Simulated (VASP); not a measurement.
ZnB:

```
Zn B
1.0
     2.80737    0.00000    0.00000
     0.00000    2.80737    0.00000
     0.00000    0.00000    2.80737
Zn B
1 1
Direct
  0.00000 0.00000 0.00000
  0.50000 0.50000 0.50000
```

The cell was built by a generator and needn't be a form met in nature.

Base run:

```yaml
Program: VASP 6.6.1
Functional: RPBE
Potentials_or_basis: VASP PAW PBE potentials, release 64 (Zn, B)
Cutoff: 520 eV
k_mesh: 9 × 9 × 9
Occupations: fermi-dirac, width 0.05 eV
Spin: no spin polarisation
```

Its results: pressure 3.9 GPa.

Question: The run is repeated on the same cell with these changes: functional from RPBE to PBEsol. What comes out?

Answer: Pressure -4.3 GPa.

PBEsol binds more tightly than RPBE, so the same cell stands under less pressure.

Caveats: the PAW data sets were made with another functional, which shifts forces and pressure a little.

Not every run made on this cell is shown here.
